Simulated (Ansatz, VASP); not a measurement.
# Al6Si: VASP beside Ansatz

Wanted: the spread between two codes on one cell, functional and k mesh. The cell is generated by rule, not measured, and may not be a known phase. The cell is taken from a series of runs on this material, whose earlier steps may have relaxed, scaled, displaced or heated it; both programs get it as it stands.

Calculated with Ansatz 0.2.0; plane waves, with VASP 6.6.1 beside it; zone-centre phonons at PBEsol.

The structure was built from a prototype and need not be the compound's stable phase.

**1. Set-up**

Symmetry: P4/mmm, No. 123, tetragonal system. Conventional cell: a = 6.038 Å, b = 6.038 Å, c = 6.387 Å, α = 90.00°, β = 90.00°, γ = 90.00°. Nearest to Si lie 8 Al at 3.25 Å. Nearest to Al lie 5 Al at 2.40 to 2.66 Å. Al has 5 Al at 2.51 to 2.66 Å nearest. Farther neighbours are not listed.

Structure file:

```xyz
7
Lattice="6.0385 0.0000 0.0000 0.0000 6.0385 0.0000 0.0000 0.0000 6.3873" Properties=species:S:1:pos:R:3 pbc="T T T"
Si    0.0000    0.0000    3.1937
Al    4.8378    3.0192    3.1937
Al    3.0192    3.0192    5.1309
Al    1.2006    3.0192    3.1937
Al    3.0192    3.0192    1.2564
Al    3.0192    4.8378    3.1937
Al    3.0192    1.2006    3.1937
```

**2. VASP: zone-centre phonons, PBEsol**

Second derivatives magnify differences that forces hide, and they need a tight electronic threshold.

Lines of VASP's logs that name or quote its potential files are left out, and so is its time.

The input, INCAR:

```
SYSTEM = Al6Si
PREC = Accurate
ENCUT = 500
EDIFF = 1E-08
NELM = 120
ISMEAR = 1
SIGMA = 0.15
LREAL = .FALSE.
ALGO = Normal
GGA = PS
NBANDS = 18
LORBIT = 11
LWAVE = .FALSE.
LCHARG = .FALSE.
ISIF = 2
IBRION = 8
LASPH = .TRUE.
GGA_COMPAT = .FALSE.
KPAR = 2
```

The input, POSCAR:

```
Al6Si
1.0
    6.0384754098      0.0000000000      0.0000000000
    0.0000000000      6.0384754098      0.0000000000
    0.0000000000      0.0000000000      6.3873182453
Si Al
1 6
Direct
    0.0000000000      0.0000000000      0.5000000000
    0.8011692806      0.5000000000      0.5000000000
    0.5000000000      0.5000000000      0.8032913960
    0.1988307194      0.5000000000      0.5000000000
    0.5000000000      0.5000000000      0.1967086040
    0.5000000000      0.8011692806      0.5000000000
    0.5000000000      0.1988307194      0.5000000000
```

The input, KPOINTS:

```
Automatic mesh
0
Gamma
6 6 6
0 0 0
```

The projector-augmented-wave data sets are Si and Al (PBE family, release 64).

Command:

```console
> mpirun -np 2 vasp_std
```

Numbers of over 12 decimals in the logs are rounded to 6 here.

Log:

```text
[banner, memory and clock lines left out]
running    2 mpi-ranks, on    1 nodes
 distrk:  each k-point on    1 cores,    2 groups
 distr:  one band on    1 cores,    1 groups

 POSCAR found type information on POSCAR SiAl
 POSCAR found :  2 types and       7 ions
|                                                                             |
|               ----> ADVICE to this user running VASP <----                  |
|                                                                             |
|     You enforced a specific xc type in the INCAR file but a different       |
|     [... a line on the potential file left out ...]
|     I HOPE YOU KNOW WHAT YOU ARE DOING!                                     |
|                                                                             |

 LDA part: xc-table for (Slater+PW92), standard interpolation
 POSCAR, INCAR and KPOINTS ok, starting setup
 FFT: planning ... GRIDC
 FFT: planning ... GRID_SOFT
 FFT: planning ... GRID
 WAVECAR not read
 entering main loop
       N       E                     dE             d eps       ncg     rms          rms(c)
DAV:   1     0.380961967337E+02    0.38096E+02   -0.71114E+03  1440   0.882E+02
DAV:   2    -0.232707931728E+02   -0.61367E+02   -0.59444E+02  1856   0.117E+02
DAV:   3    -0.259655814436E+02   -0.26948E+01   -0.26422E+01  1878   0.254E+01
DAV:   4    -0.260381841516E+02   -0.72603E-01   -0.72545E-01  2138   0.481E+00
DAV:   5    -0.260395108781E+02   -0.13267E-02   -0.13267E-02  2086   0.593E-01    0.550E+00
DAV:   6    -0.242393022838E+02    0.18002E+01   -0.56303E+00  1622   0.821E+00    0.280E+00
DAV:   7    -0.241140349434E+02    0.12527E+00   -0.76109E-01  1616   0.364E+00    0.125E+00
DAV:   8    -0.240753033361E+02    0.38732E-01   -0.82721E-02  1986   0.125E+00    0.418E-01
DAV:   9    -0.240760049129E+02   -0.70158E-03   -0.11006E-02  1706   0.436E-01    0.194E-01
DAV:  10    -0.240810806134E+02   -0.50757E-02   -0.57518E-03  1626   0.286E-01    0.662E-02
DAV:  11    -0.240816616660E+02   -0.58105E-03   -0.15368E-03  1784   0.147E-01    0.376E-02
DAV:  12    -0.240823036860E+02   -0.64202E-03   -0.80339E-04  1572   0.104E-01    0.167E-02
DAV:  13    -0.240824106755E+02   -0.10699E-03   -0.13368E-04  1698   0.444E-02    0.478E-03
DAV:  14    -0.240824266439E+02   -0.15968E-04   -0.21578E-05  1714   0.180E-02    0.344E-03
DAV:  15    -0.240824295131E+02   -0.28693E-05   -0.35719E-06  1662   0.760E-03    0.936E-04
DAV:  16    -0.240824298363E+02   -0.32320E-06   -0.27416E-07  1782   0.234E-03    0.443E-04
DAV:  17    -0.240824299417E+02   -0.10534E-06   -0.18003E-07  1566   0.173E-03    0.221E-04
DAV:  18    -0.240824299418E+02   -0.16837E-09   -0.14276E-08  1530   0.527E-04
   1 F= -.24082430E+02 E0= -.24083166E+02  d E =0.220818E-02
 Linear response reoptimize wavefunctions to high precision
DAV:   1    -0.240824299436E+02   -0.17860E-08   -0.18081E-09  1410   0.221E-04
DAV:   2    -0.240824299436E+02    0.78444E-11   -0.20766E-10   860   0.867E-05
 Linear response DOF=           7
 Linear response progress:
  Degree of freedom:   1/  7
       N       E                     dE             d eps       ncg     rms          rms(c)
RMM:   1    -0.207193538697E-01   -0.20719E-01    0.20408E-02  5256   0.641E-01
RMM:   2    -0.191309357746E-01    0.15884E-02   -0.13633E-03  3575   0.172E-01    0.404E-02
RMM:   3    -0.190337645094E-01    0.97171E-04   -0.11531E-04  3706   0.476E-02    0.219E-02
RMM:   4    -0.189618727033E-01    0.71892E-04   -0.23846E-05  3700   0.198E-02    0.557E-03
RMM:   5    -0.189491606074E-01    0.12712E-04   -0.21484E-06  3803   0.680E-03    0.150E-03
RMM:   6    -0.189509998016E-01   -0.18392E-05   -0.17546E-07  3752   0.181E-03    0.631E-04
RMM:   7    -0.189515908501E-01   -0.59105E-06   -0.48071E-08  3758   0.745E-04    0.173E-04
RMM:   8    -0.189515083172E-01    0.82533E-07   -0.10722E-08  3906   0.257E-04    0.109E-04
RMM:   9    -0.189514391329E-01    0.69184E-07   -0.86838E-09  3577   0.200E-04    0.255E-05
RMM:  10    -0.189513868118E-01    0.52321E-07   -0.72568E-09  3940   0.863E-05    0.191E-05
RMM:  11    -0.189514095554E-01   -0.22744E-07   -0.10346E-09  3790   0.521E-05    0.350E-06
RMM:  12    -0.189514329232E-01   -0.23368E-07    0.82816E-09  4233   0.217E-05    0.163E-06
RMM:  13    -0.189514388872E-01   -0.59640E-08    0.13136E-08  4070   0.129E-05    0.567E-07
 first order change of Fermi-energy   0.17365E-03
 force on displaced ion       1 direction 1 :   2.821  -0.000   0.000
 Linear response progress:
  Degree of freedom:   2/  7
       N       E                     dE             d eps       ncg     rms          rms(c)
RMM:   1    -0.190065184405E-01   -0.19007E-01    0.27982E-03  2950   0.592E-01
RMM:   2    -0.188560849887E-01    0.15043E-03   -0.11643E-03  2239   0.146E-01    0.209E-02
RMM:   3    -0.188752592165E-01   -0.19174E-04   -0.45134E-05  2291   0.303E-02    0.117E-02
RMM:   4    -0.188517560096E-01    0.23503E-04   -0.56809E-06  2245   0.871E-03    0.371E-03
RMM:   5    -0.188121040051E-01    0.39652E-04   -0.52264E-07  2306   0.331E-03    0.106E-03
RMM:   6    -0.187997794021E-01    0.12325E-04   -0.70121E-08  2347   0.119E-03    0.382E-04
RMM:   7    -0.187982664319E-01    0.15130E-05   -0.10645E-08  2354   0.455E-04    0.254E-04
RMM:   8    -0.187979509558E-01    0.31548E-06   -0.11681E-08  2228   0.479E-04    0.599E-05
[...]
force on displaced ion       1 direction 3 :   0.000   0.000  -0.594
 Linear response progress:
  Degree of freedom:   3/  7
       N       E                     dE             d eps       ncg     rms          rms(c)
RMM:   1    -0.112448828830E-01   -0.11245E-01    0.20439E-02  5881   0.554E-01
RMM:   2    -0.959795292082E-02    0.16469E-02   -0.95272E-04  3608   0.157E-01    0.790E-02
RMM:   3    -0.952507205677E-02    0.72881E-04   -0.75908E-04  3548   0.860E-02    0.375E-02
RMM:   4    -0.957591810289E-02   -0.50846E-04   -0.86371E-05  3725   0.329E-02    0.202E-02
RMM:   5    -0.962481690693E-02   -0.48899E-04   -0.10783E-05  3767   0.127E-02    0.103E-02
RMM:   6    -0.965570603438E-02   -0.30889E-04   -0.11126E-06  3731   0.596E-03    0.167E-03
RMM:   7    -0.966003118155E-02   -0.43251E-05    0.60547E-08  3896   0.195E-03    0.526E-04
RMM:   8    -0.965908768285E-02    0.94350E-06    0.29968E-08  3816   0.723E-04    0.225E-04
RMM:   9    -0.965931243419E-02   -0.22475E-06   -0.19926E-08  3790   0.410E-04    0.629E-05
RMM:  10    -0.965926397592E-02    0.48458E-07   -0.21902E-09  3921   0.177E-04    0.276E-05
RMM:  11    -0.965925836334E-02    0.56126E-08    0.90050E-09  3822   0.113E-04    0.155E-05
 first order change of Fermi-energy   0.35242E-02
 force on displaced ion       2 direction 1 : -14.973   0.000   0.000
 Linear response progress:
  Degree of freedom:   4/  7
       N       E                     dE             d eps       ncg     rms          rms(c)
RMM:   1    -0.945492966207E-02   -0.94549E-02    0.12487E-02  7259   0.488E-01
RMM:   2    -0.829021768046E-02    0.11647E-02   -0.73883E-04  4468   0.140E-01    0.523E-02
RMM:   3    -0.822312679817E-02    0.67091E-04   -0.33971E-04  4496   0.628E-02    0.251E-02
RMM:   4    -0.825420970750E-02   -0.31083E-04   -0.69404E-05  4696   0.276E-02    0.106E-02
RMM:   5    -0.825790059721E-02   -0.36909E-05   -0.66874E-06  4690   0.102E-02    0.279E-03
RMM:   6    -0.826236237756E-02   -0.44618E-05   -0.17382E-06  4765   0.372E-03    0.101E-03
RMM:   7    -0.825899816471E-02    0.33642E-05    0.18369E-08  4820   0.151E-03    0.320E-04
RMM:   8    -0.825885556787E-02    0.14260E-06    0.46239E-08  5051   0.410E-04    0.244E-04
RMM:   9    -0.825907571864E-02   -0.22015E-06   -0.11250E-09  4716   0.166E-04    0.477E-05
RMM:  10    -0.825922260835E-02   -0.14689E-06   -0.35070E-09  5105   0.761E-05    0.186E-05
RMM:  11    -0.825922708047E-02   -0.44721E-08    0.14353E-09  4669   0.505E-05    0.919E-06
 first order change of Fermi-energy   0.18205E-03
 force on displaced ion       2 direction 2 :   0.007  -2.870   0.000
 Linear response progress:
  Degree of freedom:   5/  7
       N       E                     dE             d eps       ncg     rms          rms(c)
RMM:   1    -0.924356017113E-02   -0.92436E-02    0.11060E-02  7052   0.475E-01
RMM:   2    -0.831127690157E-02    0.93228E-03   -0.73668E-04  4469   0.133E-01    0.516E-02
RMM:   3    -0.822693340157E-02    0.84344E-04   -0.30162E-04  4499   0.594E-02    0.245E-02
RMM:   4    -0.824478935842E-02   -0.17856E-04   -0.50600E-05  4773   0.255E-02    0.109E-02
RMM:   5    -0.824495791557E-02   -0.16856E-06   -0.52442E-06  4732   0.939E-03    0.310E-03
RMM:   6    -0.824530520929E-02   -0.34729E-06   -0.62380E-07  4792   0.338E-03    0.107E-03
RMM:   7    -0.824234113135E-02    0.29641E-05   -0.14683E-07  4848   0.127E-03    0.448E-04
RMM:   8    -0.824149100728E-02    0.85012E-06   -0.29582E-08  5028   0.437E-04    0.290E-04
RMM:   9    -0.824157879761E-02   -0.87790E-07    0.16523E-09  4755   0.186E-04    0.642E-05
RMM:  10    -0.824166208291E-02   -0.83285E-07   -0.21100E-10  5144   0.574E-05    0.212E-05
RMM:  11    -0.824166211914E-02   -0.36236E-10   -0.20910E-09  4926   0.305E-05    0.274E-06
 first order change of Fermi-energy  -0.31883E-03
 force on displaced ion       2 direction 3 :  -0.001   0.000  -2.369
 Linear response progress:
  Degree of freedom:   6/  7
       N       E                     dE             d eps       ncg     rms          rms(c)
RMM:   1    -0.882796340172E-02   -0.88280E-02    0.74627E-03  7370   0.441E-01
RMM:   2    -0.793007451122E-02    0.89789E-03   -0.63781E-04  4469   0.127E-01    0.478E-02
RMM:   3    -0.785803953501E-02    0.72035E-04   -0.21620E-04  4546   0.540E-02    0.240E-02
RMM:   4    -0.786265975886E-02   -0.46202E-05   -0.51010E-05  4775   0.251E-02    0.997E-03
RMM:   5    -0.785164274476E-02    0.11017E-04   -0.40155E-06  4726   0.917E-03    0.267E-03
RMM:   6    -0.784742461277E-02    0.42181E-05   -0.85064E-07  4773   0.338E-03    0.839E-04
RMM:   7    -0.784405493874E-02    0.33697E-05   -0.13456E-07  4790   0.142E-03    0.370E-04
RMM:   8    -0.784362772179E-02    0.42722E-06   -0.50473E-09  5018   0.422E-04    0.238E-04
RMM:   9    -0.784367474163E-02   -0.47020E-07   -0.64749E-10  4696   0.191E-04    0.533E-05
RMM:  10    -0.784382546182E-02   -0.15072E-06    0.54959E-10  5091   0.822E-05    0.158E-05
RMM:  11    -0.784382823165E-02   -0.27698E-08   -0.64235E-10  5043   0.445E-05    0.890E-06
 first order change of Fermi-energy   0.30272E-04
 force on displaced ion       3 direction 1 :  -2.703   0.000  -0.001
 Linear response progress:
  Degree of freedom:   7/  7
       N       E                     dE             d eps       ncg     rms          rms(c)
RMM:   1    -0.104708259656E-01   -0.10471E-01    0.23288E-02  3669   0.510E-01
RMM:   2    -0.918886844131E-02    0.12820E-02   -0.84450E-04  2258   0.142E-01    0.709E-02
RMM:   3    -0.907294054571E-02    0.11593E-03   -0.68907E-04  2225   0.796E-02    0.366E-02
RMM:   4    -0.906036979575E-02    0.12571E-04   -0.52726E-05  2288   0.283E-02    0.215E-02
RMM:   5    -0.909343474871E-02   -0.33065E-04   -0.10538E-05  2320   0.121E-02    0.964E-03
RMM:   6    -0.911556011405E-02   -0.22125E-04   -0.13192E-06  2306   0.597E-03    0.129E-03
RMM:   7    -0.911677213893E-02   -0.12120E-05   -0.44604E-09  2394   0.178E-03    0.468E-04
RMM:   8    -0.911604281928E-02    0.72932E-06    0.84994E-09  2336   0.678E-04    0.181E-04
RMM:   9    -0.911585813722E-02    0.18468E-06   -0.14752E-08  2368   0.362E-04    0.521E-05
RMM:  10    -0.911591913631E-02   -0.60999E-07   -0.76781E-09  2431   0.136E-04    0.228E-05
RMM:  11    -0.911589336678E-02    0.25770E-07   -0.43178E-10  2399   0.872E-05    0.861E-06
RMM:  12    -0.911590199808E-02   -0.86313E-08   -0.12250E-09  2570   0.305E-05    0.390E-06
 first order change of Fermi-energy   0.48044E+00
 force on displaced ion       3 direction 3 :   0.000   0.000 -13.619
 Linear response finished
```

[end of part 1 of 2]

[Lines on the potential files, build, host, timing and source positions are cut from VASP's logs without a mark.]

[Logs are printed without paths, hosts, clocks, repeated set-up lines and the standing remarks that a program may print on its own settings, such as how far it seeks lower states.]

[Hosts, paths, dates, database ids (printed as entryN), source tags and the programs' standing remarks are cut or masked in the printed files.]
